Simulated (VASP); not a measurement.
Input:

```
CELL_PARAMETERS angstrom
      0.00000     2.83421     2.83421
      2.83421     0.00000     2.83421
      2.83421     2.83421     0.00000
ATOMIC_POSITIONS crystal
  Be 0.00000 0.00000 0.00000
  Te 0.25000 0.25000 0.25000
```

Level of theory: PBE GGA, VASP's PBE PAW potentials (set 64) (plane waves; VASP 6.6.1). Settings: 480 eV cut-off, 8×8×8 Γ-centred mesh, Gaussian smearing of 0.050 eV, potentials Be Te.

Unless said otherwise, spin-orbit coupling is left out, though it shifts the bands of the heavy elements here.

Estimate the energy per atom (σ→0), band gap (on the k-mesh) with the smallest direct gap where there is one.

| Property | Result |
|---|---|
| band gap (on the k-mesh) | 2.02 eV |
| smallest direct gap (on the k-mesh) | 3.63 eV |
| energy per atom (σ→0) | -3.812 eV/atom |

The compound is BeTe in the zinc blende structure. It was relaxed first.
